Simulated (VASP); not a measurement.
Set up this calculation in VASP 6.6.1, as the native input.

* Task: single point
* Functional: r2SCAN
* Potentials or basis: VASP PAW PBE potentials, release 64 (B, N)
* Cutoff: 520 eV
* k mesh: 10 × 10 × 10
* Occupations: fermi-dirac, width 0.05 eV
* Spin: no spin polarisation
* Further INCAR settings: ALGO = Normal; EDIFF = 1e-06

The structure of BN lies in POSCAR:

```
BN
1.0
    0.0000000000      1.8075000000      1.8075000000
    1.8075000000      0.0000000000      1.8075000000
    1.8075000000      1.8075000000      0.0000000000
B N
1 1
Direct
    0.0000000000      0.0000000000      0.0000000000
    0.7500000000      0.7500000000      0.7500000000
```

The input as run:

INCAR

```
SYSTEM = BN
PREC = Accurate
ENCUT = 520
EDIFF = 1E-6
ISMEAR = -1
SIGMA = 0.05
LREAL = .FALSE.
LASPH = .TRUE.
NELM = 80
ALGO = Normal
ISIF = 2
LWAVE = .FALSE.
LCHARG = .FALSE.
METAGGA = R2SCAN
LMIXTAU = .TRUE.
```

KPOINTS

```
Automatic mesh
0
G
  10 10 10
  0 0 0
```

Potentials or basis: VASP PAW PBE potentials, release 64 (B, N).

Launch:

```sh
$ cat potpaw_PBE.64/B/POTCAR potpaw_PBE.64/N/POTCAR > POTCAR
$ mpirun -np 1 vasp_std > vasp.out
```

Results of the run:

| Property | Result |
| --- | --- |
| Pressure | -0.6 GPa |
| Band gap on the k mesh | 4.98 eV, indirect (least direct gap 9.53 eV) |

Caveat: the PAW data sets were made with another functional, which shifts forces and pressure a little.

Run time: 18 s on 1 thread of Intel(R) Xeon(R) Platinum 8488C (Sapphire Rapids), on a shared host, peak memory 0.12 GiB.
